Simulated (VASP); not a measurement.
**GaAs: what each functional gives for the gap**

Aim: the gap of GaAs on one structure at many levels of theory. The starting structure is a measured crystal structure from the Crystallography Open Database. Cell and atoms stay as given. Meshes and data sets differ where the inputs say so.

Method: Kohn-Sham DFT with plane waves and PAW; 9 levels of theory, named at each step, in VASP 6.6.1.

## (1) Set-up

The structure is cubic, space group F-43m (No. 216). Conventional cell: a = 5.654 Å, b = 5.654 Å, c = 5.654 Å, α = 90.00°, β = 90.00°, γ = 90.00°. Nearest to As lie 4 Ga at 2.45 Å. Nearest to Ga lie 4 As at 2.45 Å. Farther neighbours are not listed.

Structure file:

```cif
data_structure
_symmetry_space_group_name_H-M 'F-43m'
_symmetry_Int_Tables_number 216
_cell_length_a 5.6537
_cell_length_b 5.6537
_cell_length_c 5.6537
_cell_angle_alpha 90.000
_cell_angle_beta 90.000
_cell_angle_gamma 90.000
_cell_volume 180.72
loop_
_atom_site_label
_atom_site_type_symbol
_atom_site_symmetry_multiplicity
_atom_site_Wyckoff_symbol
_atom_site_fract_x
_atom_site_fract_y
_atom_site_fract_z
_atom_site_occupancy
As1 As 4 c 0.25000 0.25000 0.25000 1
Ga1 Ga 4 a 0.00000 0.00000 0.00000 1
```

## (2) Bands with LDA

LDA, the lowest rung, knows the local density alone.

Input file INCAR:

```
SYSTEM = GaAs
PREC = Accurate
ENCUT = 350
EDIFF = 1E-06
NELM = 100
ISMEAR = 0
SIGMA = 0.03
LREAL = .FALSE.
ALGO = Normal
GGA = CA
NBANDS = 21
LORBIT = 11
LWAVE = .FALSE.
LCHARG = .FALSE.
KPAR = 4
```

Input file POSCAR:

```
GaAs
1.0
    0.0000000000      2.8268500000      2.8268500000
    2.8268500000      0.0000000000      2.8268500000
    2.8268500000      2.8268500000      0.0000000000
As Ga
1 1
Direct
    0.7500000000      0.7500000000      0.7500000000
    0.0000000000      0.0000000000      0.0000000000
```

Input file KPOINTS:

```
Automatic mesh
0
Gamma
6 6 6
0 0 0
```

Input file KPOINTS_OPT:

```
Line mode
10
Line-mode
Reciprocal
  0.00000000   0.00000000   0.00000000 GAMMA
  0.50000000   0.00000000   0.50000000 X

  0.50000000   0.00000000   0.50000000 X
  0.50000000   0.25000000   0.75000000 W

  0.50000000   0.25000000   0.75000000 W
  0.37500000   0.37500000   0.75000000 K

  0.37500000   0.37500000   0.75000000 K
  0.00000000   0.00000000   0.00000000 GAMMA

  0.00000000   0.00000000   0.00000000 GAMMA
  0.50000000   0.50000000   0.50000000 L

  0.50000000   0.50000000   0.50000000 L
  0.62500000   0.25000000   0.62500000 U

  0.62500000   0.25000000   0.62500000 U
  0.50000000   0.25000000   0.75000000 W

  0.50000000   0.25000000   0.75000000 W
  0.50000000   0.50000000   0.50000000 L

  0.50000000   0.50000000   0.50000000 L
  0.37500000   0.37500000   0.75000000 K

  0.62500000   0.25000000   0.62500000 U
  0.50000000   0.00000000   0.50000000 X
```

Potentials, in the order of the species: As and Ga_d (LDA family, release 64).

Started as:

```
$ mpirun -np 4 vasp_std
```

The program printed:

```text
[banner, memory and clock lines left out]
running    4 mpi-ranks, on    1 nodes
 distrk:  each k-point on    1 cores,    4 groups
 distr:  one band on    1 cores,    1 groups

 POSCAR found type information on POSCAR AsGa
 POSCAR found :  2 types and       2 ions
 LDA part: xc-table for (Slater(with rela. corr.)+CA(PZ))
 , standard interpolation
 POSCAR, INCAR and KPOINTS ok, starting setup
 FFT: planning ... GRIDC
 FFT: planning ... GRID_SOFT
 FFT: planning ... GRID
 WAVECAR not read
 entering main loop
       N       E                     dE             d eps       ncg     rms          rms(c)
DAV:   1     0.855958447328E+02    0.85596E+02   -0.66879E+03   760   0.953E+02
DAV:   2    -0.120607677989E+01   -0.86802E+02   -0.81188E+02   695   0.253E+02
DAV:   3    -0.968937374440E+01   -0.84833E+01   -0.84117E+01   796   0.574E+01
DAV:   4    -0.983993723294E+01   -0.15056E+00   -0.15051E+00   790   0.815E+00
DAV:   5    -0.984136359785E+01   -0.14264E-02   -0.14263E-02   778   0.770E-01    0.300E+00
DAV:   6    -0.965453916519E+01    0.18682E+00   -0.15879E-01  1023   0.611E+00    0.176E+00
DAV:   7    -0.961330428338E+01    0.41235E-01   -0.50631E-02   881   0.136E+00    0.531E-01
DAV:   8    -0.960999622003E+01    0.33081E-02   -0.78973E-03   773   0.756E-01    0.103E-01
DAV:   9    -0.960997829122E+01    0.17929E-04   -0.64987E-04   856   0.245E-01    0.478E-02
DAV:  10    -0.960998382348E+01   -0.55323E-05   -0.31333E-05   906   0.426E-02    0.253E-02
DAV:  11    -0.960998927081E+01   -0.54473E-05   -0.56480E-06   753   0.290E-02    0.307E-03
DAV:  12    -0.960998915834E+01    0.11248E-06   -0.30274E-07   521   0.619E-03
   1 F= -.96099892E+01 E0= -.96099892E+01  d E =-.332477E-15
 Start KPOINTS_OPT (optional k-point list driver)
k-point batch [1-16\100]
       N       E                     dE             ncg
DAV:   1    -0.345891402054E+03   -0.63770E+04      744
DAV:   2    -0.178834053070E+04   -0.14424E+04      705
DAV:   3    -0.193137595679E+04   -0.14304E+03      840
DAV:   4    -0.193365424872E+04   -0.22783E+01      813
DAV:   5    -0.193367534359E+04   -0.21095E-01      809
DAV:   6    -0.193367595095E+04   -0.60735E-03      860
DAV:   7    -0.193367596842E+04   -0.17475E-04      780
DAV:   8    -0.193367596906E+04   -0.63505E-06      637
[...]
k-point batch [97-100\100]
       N       E                     dE             ncg
DAV:   1     0.654302650182E+04   -0.24366E+04      199
DAV:   2     0.618549904000E+04   -0.35753E+03      173
DAV:   3     0.615135361142E+04   -0.34145E+02      219
DAV:   4     0.615084480200E+04   -0.50881E+00      208
DAV:   5     0.615083976729E+04   -0.50347E-02      194
DAV:   6     0.615083962193E+04   -0.14536E-03      240
DAV:   7     0.615083962061E+04   -0.13254E-05      204
DAV:   8     0.615083962060E+04   -0.76789E-08      160
```

The job ended after 14 s (4 MPI ranks of AMD EPYC 7R43, shared host; peak memory 0.44 GiB).

Lines that name or quote the potential files are left out of all logs, and their timing lines are given in words.

Parts of OUTCAR (step 2):

```text
ion  position               nearest neighbor table
   1  0.750  0.750  0.750-   2 2.45   2 2.45   2 2.45   2 2.45
   2  0.000  0.000  0.000-   1 2.45   1 2.45   1 2.45   1 2.45

  LATTYP: Found a face centered cubic cell.
 ALAT       =     5.6537000000

 Subroutine GETGRP returns: Found 24 space group operations
 (whereof 24 operations were pure point group operations)

The static configuration has the point symmetry T_d .

 Found     16 irreducible k-points:

   k-points           NKPTS =     16   k-points in BZ     NKDIM =     16   number of bands    NBANDS=     21

   dimension x,y,z NGX =    24 NGY =   24 NGZ =   24
   dimension x,y,z NGXF=    48 NGYF=   48 NGZF=   48

   ENCUT  =  350.0 eV  25.72 Ry    5.07 a.u.   6.10  6.10  6.10*2*pi/ulx,y,z

   NELECT =      18.0000    total number of electrons

 k-points in reciprocal lattice and weights: Automatic mesh
   0.00000000  0.00000000  0.00000000       0.005
   0.16666667  0.00000000  0.00000000       0.037
   0.33333333  0.00000000  0.00000000       0.037
   0.50000000  0.00000000  0.00000000       0.019
   0.16666667  0.16666667  0.00000000       0.028
   0.33333333  0.16666667  0.00000000       0.111
   0.50000000  0.16666667  0.00000000       0.111
  -0.33333333  0.16666667  0.00000000       0.111
  -0.16666667  0.16666667  0.00000000       0.056
[...]
-0.33333333  0.33333333  0.16666667       0.111
  -0.33333333  0.50000000  0.16666667       0.056

 average (electrostatic) potential at core
       1 -53.7674       2 -67.5139

 E-fermi :   3.9839

 k-point     1 :       0.0000    0.0000    0.0000
  band No.  band energies     occupation
    ...
      5     -11.0436      2.00000
      6      -8.9554      2.00000
      7       3.8105      2.00000
      8       3.8105      2.00000
      9       3.8105      2.00000
     10       4.1374      0.00000
     11       7.4755      0.00000
     12       7.4755      0.00000
     13       7.4755      0.00000
     14      11.1449      0.00000
    ...

 k-point     2 :       0.1667    0.0000    0.0000
  band No.  band energies     occupation
    ...
      5     -11.0437      2.00000
      6      -8.6357      2.00000
      7       1.0372      2.00000
      8       3.4261      2.00000
      9       3.4261      2.00000
     10       5.3111      0.00000
     11       8.0238      0.00000
     12       8.0238      0.00000
     13       8.3806      0.00000
     14      12.5327      0.00000
    ...

 k-point     3 :       0.3333    0.0000    0.0000
  band No.  band energies     occupation
    ...
      5     -11.0420      2.00000
      6      -7.8084      2.00000
      7      -1.6258      2.00000
      8       2.8777      2.00000
      9       2.8777      2.00000
     10       4.8859      0.00000
     11       8.4433      0.00000
     12       8.4433      0.00000
     13      10.9017      0.00000
     14      12.3666      0.00000
    ...

  Total       -0.5045135     -0.5045135     -0.5045135      0.0000000      0.0000000      0.0000000
  in kB      -17.8914305    -17.8914305    -17.8914305      0.0000000      0.0000000      0.0000000
  external PRESSURE =     -17.8914305 kB  Pullay stress =       0.0000000 kB

  energy-cutoff  :      350.00
  volume of cell :       45.18
      direct lattice vectors                 reciprocal lattice vectors
     0.000000000  2.826850000  2.826850000    -0.176875321  0.176875321  0.176875321
     2.826850000  0.000000000  2.826850000     0.176875321 -0.176875321  0.176875321
     2.826850000  2.826850000  0.000000000     0.176875321  0.176875321 -0.176875321

 POSITION                                       TOTAL-FORCE (eV/Angst)
 -----------------------------------------------------------------------------------
      4.24027      4.24027      4.24027        -0.000000     -0.000000     -0.000000
      0.00000      0.00000      0.00000         0.000000      0.000000      0.000000
 -----------------------------------------------------------------------------------
    total drift:                               -0.000003     -0.000003     -0.000002

  FREE ENERGIE OF THE ION-ELECTRON SYSTEM (eV)
  ---------------------------------------------------
  free  energy   TOTEN  =        -9.6099891583 eV

  energy  without entropy=       -9.6099891583  energy(sigma->0) =       -9.60998916

 total charge
# of ion       s       p       d       tot
------------------------------------------
    1        1.215   1.599   0.031   2.844
    2        0.890   0.808   9.992  11.691
--------------------------------------------------
tot          2.105   2.407  10.023  14.535

[... 3 further parts left out ...]
```

Spin-orbit coupling is off here; it would split degenerate levels.

LDA gives a direct gap of 0.327 eV.

## (3) Bands with PBE

PBE, the usual starting point, adds the gradient of the density.

Changes to INCAR since step 2:

```diff
@@ -9,3 +9,3 @@
 ALGO = Normal
-GGA = CA
+GGA = PE
 NBANDS = 21
```

POSCAR is that of step 2.

KPOINTS is that of step 2.

KPOINTS_OPT is that of step 2.

The projector-augmented-wave data sets are As and Ga_d (PBE family, release 64).

Started as:

```
$ mpirun -np 4 vasp_std
```

The program printed:

```text
[banner, memory and clock lines left out]
running    4 mpi-ranks, on    1 nodes
[...]
LDA part: xc-table for (Slater+PW92), standard interpolation
 POSCAR, INCAR and KPOINTS ok, starting setup
[...]
entering main loop
       N       E                     dE             d eps       ncg     rms          rms(c)
DAV:   1     0.864179294626E+02    0.86418E+02   -0.66827E+03   760   0.957E+02
DAV:   2     0.980754147954E-01   -0.86320E+02   -0.80727E+02   690   0.253E+02
DAV:   3    -0.824440596598E+01   -0.83425E+01   -0.82727E+01   801   0.570E+01
DAV:   4    -0.838881145236E+01   -0.14441E+00   -0.14436E+00   780   0.798E+00
[...]
DAV:  10    -0.822354362217E+01   -0.66850E-04   -0.57654E-05   807   0.588E-02    0.298E-02
DAV:  11    -0.822359730128E+01   -0.53679E-04   -0.62814E-05   717   0.458E-02    0.264E-03
DAV:  12    -0.822359763635E+01   -0.33506E-06   -0.10327E-06   771   0.937E-03
   1 F= -.82235976E+01 E0= -.82235976E+01  d E =-.249434E-30
 Start KPOINTS_OPT (optional k-point list driver)
k-point batch [1-16\100]
       N       E                     dE             ncg
DAV:   1    -0.303564533006E+03   -0.63347E+04      752
DAV:   2    -0.173150958279E+04   -0.14279E+04      710
DAV:   3    -0.187078915723E+04   -0.13928E+03      843
DAV:   4    -0.187296231734E+04   -0.21732E+01      818
DAV:   5    -0.187298276032E+04   -0.20443E-01      812
DAV:   6    -0.187298330924E+04   -0.54891E-03      900
DAV:   7    -0.187298332374E+04   -0.14502E-04      773
DAV:   8    -0.187298332424E+04   -0.49897E-06      633
[...]
k-point batch [97-100\100]
       N       E                     dE             ncg
DAV:   1     0.655654922527E+04   -0.24231E+04      199
DAV:   2     0.620031947296E+04   -0.35623E+03      173
DAV:   3     0.616652587795E+04   -0.33794E+02      219
DAV:   4     0.616603052003E+04   -0.49536E+00      198
DAV:   5     0.616602564800E+04   -0.48720E-02      209
DAV:   6     0.616602550500E+04   -0.14301E-03      225
DAV:   7     0.616602550373E+04   -0.12652E-05      206
DAV:   8     0.616602550370E+04   -0.35681E-07      155
```

Elapsed: 12 s, on 4 MPI ranks; peak memory 0.43 GiB; 44 s of CPU time.

OUTCAR, selected parts (step 3):

```text
  Total        0.9334844      0.9334844      0.9334844      0.0000000      0.0000000      0.0000000
  in kB       33.1039166     33.1039166     33.1039166      0.0000000      0.0000000      0.0000000
  external PRESSURE =      33.1039166 kB  Pullay stress =       0.0000000 kB

 POSITION                                       TOTAL-FORCE (eV/Angst)
 -----------------------------------------------------------------------------------
      4.24027      4.24027      4.24027         0.000000      0.000000      0.000000
      0.00000      0.00000      0.00000        -0.000000     -0.000000     -0.000000
 -----------------------------------------------------------------------------------
    total drift:                               -0.000008     -0.000008     -0.000007

  FREE ENERGIE OF THE ION-ELECTRON SYSTEM (eV)
  ---------------------------------------------------
  free  energy   TOTEN  =        -8.2235976363 eV

  energy  without entropy=       -8.2235976363  energy(sigma->0) =       -8.22359764

[... 2 parts as in an earlier step ...]

[... 1 further part left out ...]
[key lines of the parts left out:]
E-fermi :   4.1779
```

PBE gives a direct gap of 0.514 eV. The least gap is +0.187 eV from that of LDA.

## (4) Bands with r2SCAN

r2SCAN adds the kinetic-energy density, costs more than a GGA and is run with LASPH.

Changes to INCAR since step 3:

```diff
@@ -9,3 +9,4 @@
 ALGO = Normal
-GGA = PE
+METAGGA = R2SCAN
+LASPH = .TRUE.
 NBANDS = 21
```

POSCAR is that of step 3.

KPOINTS is that of step 3.

KPOINTS_OPT is that of step 3.

Started as:

```
$ mpirun -np 4 vasp_std
```

The program printed:

```text
[banner, memory and clock lines left out]
running    4 mpi-ranks, on    1 nodes
[...]
|                                                                             |
|               ----> ADVICE to this user running VASP <----                  |
|                                                                             |
|     You enforced a specific xc type in the INCAR file but a different       |
|     [... a line on the potential file left out ...]
|     I HOPE YOU KNOW WHAT YOU ARE DOING!                                     |
|                                                                             |

 LDA part: xc-table for (None), standard interpolation
 POSCAR, INCAR and KPOINTS ok, starting setup
[...]
entering main loop
       N       E                     dE             d eps       ncg     rms          rms(c)
DAV:   1     0.682902843901E+02    0.68290E+02   -0.68728E+03   760   0.985E+02
DAV:   2    -0.203446452563E+02   -0.88635E+02   -0.82905E+02   690   0.261E+02
[...]
DAV:  13    -0.270319252555E+02   -0.21062E-05   -0.12766E-07   441   0.290E-03    0.366E-04
DAV:  14    -0.270319254298E+02   -0.17432E-06   -0.29367E-08   406   0.238E-03
   1 F= -.27031925E+02 E0= -.27031925E+02  d E =-.163116E-17
 Start KPOINTS_OPT (optional k-point list driver)
k-point batch [1-16\100]
       N       E                     dE             ncg
DAV:   1    -0.388213254948E+03   -0.64194E+04      744
DAV:   2    -0.188651795096E+04   -0.14983E+04      715
DAV:   3    -0.203134865109E+04   -0.14483E+03      825
DAV:   4    -0.203364482788E+04   -0.22962E+01      805
DAV:   5    -0.203366582393E+04   -0.20996E-01      792
DAV:   6    -0.203366634936E+04   -0.52543E-03      885
DAV:   7    -0.203366636083E+04   -0.11472E-04      793
DAV:   8    -0.203366636113E+04   -0.30250E-06      597
[...]
k-point batch [97-100\100]
       N       E                     dE             ncg
DAV:   1     0.652931956556E+04   -0.24503E+04      199
DAV:   2     0.616038931895E+04   -0.36893E+03      173
DAV:   3     0.612558019400E+04   -0.34809E+02      214
DAV:   4     0.612506741201E+04   -0.51278E+00      208
DAV:   5     0.612506213131E+04   -0.52807E-02      196
DAV:   6     0.612506195277E+04   -0.17853E-03      240
DAV:   7     0.612506195016E+04   -0.26110E-05      181
DAV:   8     0.612506195008E+04   -0.79712E-07      168
```

Run time: 47 s. Hardware: 4 MPI ranks; peak memory 0.47 GiB; 3 min of CPU time.

From OUTCAR (step 4):

```text
  Total        0.1062195      0.1062195      0.1062195     -0.0000000      0.0000000      0.0000000
  in kB        3.7668343      3.7668343      3.7668343     -0.0000000      0.0000000      0.0000000
  external PRESSURE =       3.7668343 kB  Pullay stress =       0.0000000 kB

 POSITION                                       TOTAL-FORCE (eV/Angst)
 -----------------------------------------------------------------------------------
      4.24027      4.24027      4.24027         0.000000      0.000000      0.000000
      0.00000      0.00000      0.00000        -0.000000     -0.000000     -0.000000
 -----------------------------------------------------------------------------------
    total drift:                                0.000043      0.000043      0.000043

  FREE ENERGIE OF THE ION-ELECTRON SYSTEM (eV)
  ---------------------------------------------------
  free  energy   TOTEN  =       -27.0319254298 eV

  energy  without entropy=      -27.0319254298  energy(sigma->0) =      -27.03192543

[... 2 parts as in an earlier step ...]

[... 1 further part left out ...]
[key lines of the parts left out:]
E-fermi :   3.8573
```

r2SCAN gives a direct gap of 0.994 eV. The least gap is +0.667 eV from that of LDA.

[end of part 1 of 3]

[Lines on the potential files, build, host, timing and source positions are cut from VASP's logs without a mark.]

[Logs are printed without paths, hosts, clocks, repeated set-up lines and the standing remarks that a program may print on its own settings, such as how far it seeks lower states.]

[Hosts, paths, dates, database ids (printed as entryN), source tags and the programs' standing remarks are cut or masked in the printed files.]
